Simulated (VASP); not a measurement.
The input files of a VASP run:

### KPOINTS
```
Automatic mesh
0
Gamma
5 5 7
0 0 0
```

### INCAR
```
# general
SYSTEM   = MgF2
PREC     = Accurate
ENCUT    = 520
LREAL    = .FALSE.
LASPH    = .TRUE.

# electronic loop
EDIFF    = 1E-7
NELM     = 100
ALGO     = Normal

# smearing
ISMEAR   = 0
SIGMA    = 0.05

# functional
GGA      = BO
LUSE_VDW = .TRUE.
AGGAC    = 0.0
PARAM1   = 0.1833333333
PARAM2   = 0.22

# ions
IBRION   = 2
NSW      = 30
ISIF     = 4
EDIFFG   = -0.01

# output
LWAVE    = .FALSE.
LCHARG   = .FALSE.
```

**POSCAR**
```
MgF2
1
    4.7307304225     0.0000000000     0.0000000000
    0.0000000000     4.7307304225     0.0000000000
    0.0000000000     0.0000000000     3.1254868608
Mg F
2 4
Direct
  1.0000000000   0.0000000000   0.0000000000
  0.5000000000   0.5000000000   0.5000000000
  0.3027200548   0.3027200548   0.0000000000
  0.8027200548   0.1972799452   0.5000000000
  0.1972799452   0.8027200548   0.5000000000
  0.6972799452   0.6972799452   0.0000000000
```

POTCAR, in this order: Mg F (PBE.64 set). Program: vasp_std.

Task: Write an equivalent input for Quantum ESPRESSO's pw.x.

Result: One equivalent input (not run):
```
&CONTROL
  calculation = 'vc-relax'
  pseudo_dir = './pseudo'
  outdir = './out'
  tprnfor = .true.
  tstress = .true.
  nstep = 30
  forc_conv_thr = 0.00039
/
&SYSTEM
  ibrav = 0
  nat = 6
  ntyp = 2
  ecutwfc = 84
  occupations = 'smearing'
  smearing = 'gaussian'
  degauss = 0.003675
  input_dft = 'vdw-df-obk8'
/
&ELECTRONS
  conv_thr = 7.3e-09
  electron_maxstep = 100
/
&IONS
/
&CELL
  cell_dofree = 'shape'
/
ATOMIC_SPECIES
  Mg 24.305 Mg.upf
  F 18.998 F.upf
CELL_PARAMETERS angstrom
     4.7307304    0.0000000    0.0000000
     0.0000000    4.7307304    0.0000000
     0.0000000    0.0000000    3.1254869
ATOMIC_POSITIONS crystal
  Mg   1.0000000  0.0000000  0.0000000
  Mg   0.5000000  0.5000000  0.5000000
  F    0.3027201  0.3027201  0.0000000
  F    0.8027201  0.1972799  0.5000000
  F    0.1972799  0.8027201  0.5000000
  F    0.6972799  0.6972799  0.0000000
K_POINTS automatic
  5 5 7 0 0 0
```
The two are equivalent in intent, not identical: the potentials are each code's own (VASP's PAW set, PseudoDojo norm-conserving files in pw.x), so ENCUT and ecutwfc are chosen apart and not converted; conv_thr bounds pw.x's estimated SCF error, while EDIFF bounds the energy change between steps; forc_conv_thr acts on force components and is met together with etot_conv_thr.

The compound is MgF2 in the rutile structure. This cell is one point of a volume scan, at 1.06 of the reference volume. Symmetry was kept, so distortions that lower it aren't found.
